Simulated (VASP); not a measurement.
Runs of VASP 6.6.1 on ClCs. The cell holds a molecule in a box, 2 atoms: a = 9.000 Å, b = 9.000 Å, c = 12.000 Å, α = 90.00°, β = 90.00°, γ = 90.00°. 

```tsv
task	level	cell	gap on the mesh (eV)	largest force (eV/Å)
single point	PBE	as given	3.19	(a)
single point	PBE	atoms moved at random, drawn with an rms of 0.05 Å	3.08	0.17
relaxation of the atoms	PBE+TS	atoms relaxed	(b)	-
single point	TPSS+TS	as given	3.36	0.24
relaxation of the atoms	PBE	atoms relaxed from: atoms moved at random, drawn with an rms of 0.02 Å	3.16	-
```

Alike in all rows: potentials or basis VASP PAW PBE potentials, release 64 (Cl, Cs_sv); no spin polarisation; k mesh 1 × 1 × 1; cutoff (eV) 520; smearing gaussian 0.01 eV.

Q: Estimate the missing entries.

A: (a) 0.05; (b) 3.14.

Caveats: spin-orbit coupling is left out, which moves the levels of the heavy elements; the PAW data sets were made with another functional, which shifts forces and pressure a little (some runs).

A k mesh can miss the band edges, and the runs leave out spin-orbit coupling on Cs.
